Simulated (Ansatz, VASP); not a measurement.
# Pb2SeO: VASP beside Ansatz, part 3 of 3

Aim: how closely do two programs agree when they are given the same cell, functional and k mesh? The cell is generated by rule, not measured, and may not be a known phase. The cell is taken from a series of runs on this material, whose earlier steps may have relaxed, scaled, displaced or heated it; both programs get it as it stands.

VASP 6.6.1 and Ansatz 0.2.0.

So far: Starting point; Ansatz: zone-centre phonons, PBEsol; VASP: zone-centre phonons, PBEsol.

## 3. VASP: zone-centre phonons, PBEsol (continued)

Level of this step: PBEsol; plane waves and PAW (Pb_d, Se, O); invented cell (VASP).

Numbers of over 12 decimals in the logs are rounded to 6 here.

OUTCAR, selected parts (step 3):

```text
ion  position               nearest neighbor table
   1  0.343  0.000  0.790-   4 2.32   4 2.32   3 2.87   3 3.38   2 3.79   2 3.79   2 3.94   2 3.94

  LATTYP: Found a simple monoclinic cell.
 ALAT       =     4.0278606842
 B/A-ratio  =     0.9772982101
 C/A-ratio  =     1.5766512454
 COS(beta)  =    -0.1820735813

 Subroutine GETGRP returns: Found  2 space group operations
 (whereof  2 operations were pure point group operations)

The static configuration has the point symmetry C_1h.

 Found     56 irreducible k-points:

   k-points           NKPTS =     56   k-points in BZ     NKDIM =     56   number of bands    NBANDS=     26

   dimension x,y,z NGX =    32 NGY =   32 NGZ =   54
   dimension x,y,z NGXF=    64 NGYF=   64 NGZF=  108

   ENCUT  =  600.0 eV  44.10 Ry    6.64 a.u.   8.04  7.86 12.68*2*pi/ulx,y,z

   NELECT =      40.0000    total number of electrons

 k-points in reciprocal lattice and weights: Automatic mesh
   0.00000000  0.00000000  0.00000000       0.007
   0.16666667  0.00000000  0.00000000       0.014
   0.33333333  0.00000000  0.00000000       0.014
   0.50000000  0.00000000  0.00000000       0.007
   0.00000000  0.16666667  0.00000000       0.014
   0.16666667  0.16666667  0.00000000       0.028
   0.33333333  0.16666667  0.00000000       0.028
   0.50000000  0.16666667  0.00000000       0.014
   0.00000000  0.33333333  0.00000000       0.014
[...]
0.33333333  0.50000000  0.50000000       0.014
   0.50000000  0.50000000  0.50000000       0.007

 average (electrostatic) potential at core
       1 -92.0089       2 -91.9452       3 -52.7715       4 -69.8297

 POSITION                                       TOTAL-FORCE (eV/Angst)
 -----------------------------------------------------------------------------------
      0.46625      0.00000      4.93451         0.016863      0.000000      0.008947
      2.33633      1.96821      2.29031        -0.017252      0.000000     -0.014847
      0.00724      0.00000      1.05719         0.001992      0.000000     -0.000903
     -0.52021      1.96821      4.20817        -0.001603      0.000000      0.006802
 -----------------------------------------------------------------------------------
    total drift:                               -0.000448     -0.000000      0.000289

 MACROSCOPIC STATIC DIELECTRIC TENSOR (including local field effects in DFT)
 ------------------------------------------------------
          13.840699     0.000000    -0.235425
           0.000000    10.912551     0.000000
          -0.231392     0.000000    10.990421
 ------------------------------------------------------

 PIEZOELECTRIC TENSOR (including local field effects)  for field in x, y, z        (C/m^2)
          XX          YY          ZZ          XY          YZ          ZX
  --------------------------------------------------------------------------------
  x    -0.02588     0.21891    -0.23521     0.00000     0.00000    -0.22245
  y     0.00000     0.00000     0.00000     0.18878     1.06997     0.00000
  z    -0.34723     1.00502    -0.91615     0.00000     0.00000    -0.03884

 BORN EFFECTIVE CHARGES (including local field effects) (in |e|, cummulative output)
 ---------------------------------------------------------------------------------
 ion    1
    1     2.22547     0.00000    -0.42101
    2     0.00000     3.18111     0.00000
    3    -0.02522     0.00000     3.21598
 ion    2
    1     4.04458     0.00000     0.29137
    2     0.00000     2.66198     0.00000
    3     0.33607     0.00000     2.96416
 ion    3
    1    -4.07808     0.00000     0.98046
    2     0.00000    -2.71167     0.00000
    3     0.84894     0.00000    -2.84256
 ion    4
    1    -2.19197     0.00000    -0.85083
    2     0.00000    -3.13143     0.00000
    3    -1.15979     0.00000    -3.33758

 Eigenvectors and eigenvalues of the dynamical matrix
 ----------------------------------------------------

   1 f  =   12.095756 THz    75.999874 2PiTHz  403.470975 cm-1    50.024003 meV
             X         Y         Z           dx          dy          dz
      0.466249  0.000000  4.934508    -0.081262    0.000000   -0.033371
      2.336328  1.968211  2.290314    -0.073732    0.000000   -0.143709
      0.007237  0.000000  1.057193    -0.000152   -0.000000   -0.076047
     -0.520210  1.968211  4.208168     0.557823   -0.000000    0.805757

   2 f  =    7.533834 THz    47.336477 2PiTHz  251.301665 cm-1    31.157421 meV
             X         Y         Z           dx          dy          dz
      0.466249  0.000000  4.934508    -0.000000    0.256907   -0.000000
      2.336328  1.968211  2.290314     0.000000    0.048424   -0.000000
      0.007237  0.000000  1.057193    -0.000000   -0.060526    0.000000
     -0.520210  1.968211  4.208168     0.000000   -0.963323   -0.000000

   3 f  =    4.757215 THz    29.890465 2PiTHz  158.683620 cm-1    19.674253 meV
             X         Y         Z           dx          dy          dz
      0.466249  0.000000  4.934508     0.124651    0.000000    0.245354
      2.336328  1.968211  2.290314    -0.173560    0.000000   -0.010040
      0.007237  0.000000  1.057193     0.345788   -0.000000   -0.544446
     -0.520210  1.968211  4.208168    -0.589264   -0.000000    0.361686

   4 f  =    4.137881 THz    25.999073 2PiTHz  138.024855 cm-1    17.112893 meV
             X         Y         Z           dx          dy          dz
      0.466249  0.000000  4.934508    -0.379959   -0.000000   -0.097202
      2.336328  1.968211  2.290314    -0.021050   -0.000000    0.446385
      0.007237  0.000000  1.057193     0.472583    0.000000   -0.439678
     -0.520210  1.968211  4.208168     0.391304   -0.000000   -0.276964

   5 f  =    3.597891 THz    22.606213 2PiTHz  120.012710 cm-1    14.879673 meV
             X         Y         Z           dx          dy          dz
      0.466249  0.000000  4.934508    -0.000000    0.066099   -0.000000
      2.336328  1.968211  2.290314    -0.000000   -0.557123   -0.000000
      0.007237  0.000000  1.057193    -0.000000    0.825452    0.000000
     -0.520210  1.968211  4.208168    -0.000000   -0.062241    0.000000

   6 f  =    2.673015 THz    16.795052 2PiTHz   89.162200 cm-1    11.054699 meV
             X         Y         Z           dx          dy          dz
      0.466249  0.000000  4.934508    -0.090524   -0.000000    0.710327
      2.336328  1.968211  2.290314    -0.033787   -0.000000   -0.550874
      0.007237  0.000000  1.057193     0.073230    0.000000   -0.127367
     -0.520210  1.968211  4.208168     0.280353    0.000000   -0.287147

   7 f  =    2.512588 THz    15.787057 2PiTHz   83.810919 cm-1    10.391225 meV
             X         Y         Z           dx          dy          dz
      0.466249  0.000000  4.934508     0.270571    0.000000   -0.127114
      2.336328  1.968211  2.290314    -0.634190   -0.000000   -0.113682
      0.007237  0.000000  1.057193     0.552398   -0.000000    0.422207
     -0.520210  1.968211  4.208168     0.082161    0.000000   -0.073213

   8 f  =    1.411863 THz     8.870998 2PiTHz   47.094684 cm-1     5.838994 meV
             X         Y         Z           dx          dy          dz
      0.466249  0.000000  4.934508     0.585115   -0.000000    0.049216
      2.336328  1.968211  2.290314    -0.394869    0.000000    0.239747
      0.007237  0.000000  1.057193    -0.439464    0.000000   -0.392325
     -0.520210  1.968211  4.208168     0.266572   -0.000000   -0.153982

   9 f  =    1.236932 THz     7.771875 2PiTHz   41.259621 cm-1     5.115539 meV
             X         Y         Z           dx          dy          dz
      0.466249  0.000000  4.934508     0.000000   -0.719582   -0.000000
      2.336328  1.968211  2.290314     0.000000    0.532651   -0.000000
      0.007237  0.000000  1.057193     0.000000    0.402764    0.000000
     -0.520210  1.968211  4.208168    -0.000000   -0.190435    0.000000

  10 f/i=    0.001755 THz     0.011027 2PiTHz    0.058541 cm-1     0.007258 meV
             X         Y         Z           dx          dy          dz
      0.466249  0.000000  4.934508    -0.340846   -0.000000   -0.539122
      2.336328  1.968211  2.290314    -0.340388   -0.000000   -0.539243
      0.007237  0.000000  1.057193    -0.210084   -0.000000   -0.333075
     -0.520210  1.968211  4.208168    -0.094702   -0.000000   -0.149939

  11 f/i=    0.007610 THz     0.047814 2PiTHz    0.253838 cm-1     0.031472 meV
             X         Y         Z           dx          dy          dz
      0.466249  0.000000  4.934508     0.000000   -0.641741   -0.000000
      2.336328  1.968211  2.290314     0.000000   -0.635258   -0.000000
      0.007237  0.000000  1.057193     0.000000   -0.390828   -0.000000
     -0.520210  1.968211  4.208168     0.000000   -0.178522   -0.000000

  12 f/i=    0.008455 THz     0.053124 2PiTHz    0.282025 cm-1     0.034967 meV
             X         Y         Z           dx          dy          dz
      0.466249  0.000000  4.934508     0.541803    0.000000   -0.339768
      2.336328  1.968211  2.290314     0.537470    0.000000   -0.339616
      0.007237  0.000000  1.057193     0.330643    0.000000   -0.212462
     -0.520210  1.968211  4.208168     0.152003    0.000000   -0.096040

 MACROSCOPIC STATIC DIELECTRIC TENSOR IONIC CONTRIBUTION
 ------------------------------------------------------
          18.999145     0.000000    -2.221134
           0.000000     8.815130     0.000000
          -2.221134     0.000000    18.540317
 ------------------------------------------------------

 ELASTIC MODULI CONTR FROM IONIC RELAXATION (kBar)
 Direction    XX          YY          ZZ          XY          YZ          ZX
 --------------------------------------------------------------------------------
 XX        -511.2452   -325.5088   -292.5128     -0.0000     -0.0000    -55.9352
 YY        -325.5088   -344.1732   -164.8500      0.0000     -0.0000    -75.4687
 ZZ        -292.5128   -164.8500   -334.9620     -0.0000     -0.0000    -58.6168
 XY          -0.0000      0.0000     -0.0000   -116.9433     -5.7957      0.0000
 YZ          -0.0000     -0.0000     -0.0000     -5.7957    -28.4229     -0.0000
 ZX         -55.9352    -75.4687    -58.6168      0.0000     -0.0000   -165.7170
 --------------------------------------------------------------------------------

 PIEZOELECTRIC TENSOR IONIC CONTR  for field in x, y, z        (C/m^2)
          XX          YY          ZZ          XY          YZ          ZX
  --------------------------------------------------------------------------------
  x     0.58897    -0.08352    -0.28137    -0.00000     0.00000    -0.14044
  y    -0.00000    -0.00000    -0.00000    -0.15276    -0.45974     0.00000
  z    -0.54304    -0.01448     1.03236    -0.00000    -0.00000     0.08599
```

Energies printed during the response cycles are not total energies of the cell. The dielectric response converges more slowly with the mesh than energies do, so tensor and charges may still move on a finer one.

## 4. Comparison

Known differences besides the potentials themselves: fixed occupations in Ansatz, narrow Gaussian smearing in VASP; VASP's response is taken on the typed mesh, Ansatz refines its own for the field response alone; the data sets hold 50 valence electrons in Ansatz (on its default PAW (the set named soft_2) files) and 40 in VASP; the cutoff is 420 eV in Ansatz and 600 eV in VASP; Ansatz makes its cores anew for this functional, VASP keeps those of its PBE data sets; VASP's log repeats an internal error in its field response. Total energies have different zeros and are not compared.

Compared:

| quantity | Ansatz | VASP | difference |
| --- | --- | --- | --- |
| ε∞ xx | 13.62 | 13.84 | -1.59 % |
| ε∞ yy | 10.78 | 10.91 | -1.23 % |
| ε∞ zz | 10.79 | 10.99 | -1.86 % |
| Born charge of Pb1 (mean of the diagonal) (e) | 2.88 | 2.87 | 0.00 |
| Born charge of Se3 (mean of the diagonal) (e) | -3.19 | -3.21 | +0.02 |
| Born charge of O4 (mean of the diagonal) (e) | -2.91 | -2.89 | -0.02 |
| optical mode 1 (cm⁻¹) | 41.9 | 41.3 | +0.7 |
| optical mode 2 (cm⁻¹) | 47.8 | 47.1 | +0.7 |
| optical mode 3 (cm⁻¹) | 83.5 | 83.8 | -0.35 % |
| optical mode 4 (cm⁻¹) | 89.5 | 89.2 | +0.39 % |
| optical mode 5 (cm⁻¹) | 119.5 | 120.0 | -0.39 % |
| optical mode 6 (cm⁻¹) | 137.9 | 138.0 | -0.07 % |
| optical mode 7 (cm⁻¹) | 159.2 | 158.7 | +0.33 % |
| optical mode 8 (cm⁻¹) | 246.9 | 251.3 | -1.73 % |
| optical mode 9 (cm⁻¹) | 400.4 | 403.5 | -0.77 % |

Modes are paired by rising frequency, not by their patterns, so a pair may set unlike modes beside each other; they are those without the splitting of longitudinal modes.

## 5. Outcome

```yaml
r_m_s_difference_of_the_optical_zone_centre_modes_each_program_s_sorted_by_frequency_zone_centre_phonons_pbesol: 1.8 cm⁻¹
difference_in_eps_infinity_zz_zone_centre_phonons_pbesol: -1.9 %
```

In words: The r.m.s. difference of the optical zone-centre modes, each program's sorted by frequency is 1.8 cm⁻¹ (zone-centre phonons, PBEsol). The data sets hold unlike numbers of valence electrons (50 in Ansatz and 40 in VASP), so part of the differences comes from the potentials. Among the rows given in per cent, the largest difference of the zone-centre phonons, PBEsol pair is in ε∞ zz, -1.9 %. How closely two codes agree says nothing of how well the functional describes the real material.

[Lines on the potential files, build, host, timing and source positions are cut from VASP's logs without a mark.]

[Logs are printed without paths, hosts, clocks, repeated set-up lines and the standing remarks that a program may print on its own settings, such as how far it seeks lower states.]

[Hosts, paths, dates, database ids (printed as entryN), source tags and the programs' standing remarks are cut or masked in the printed files.]
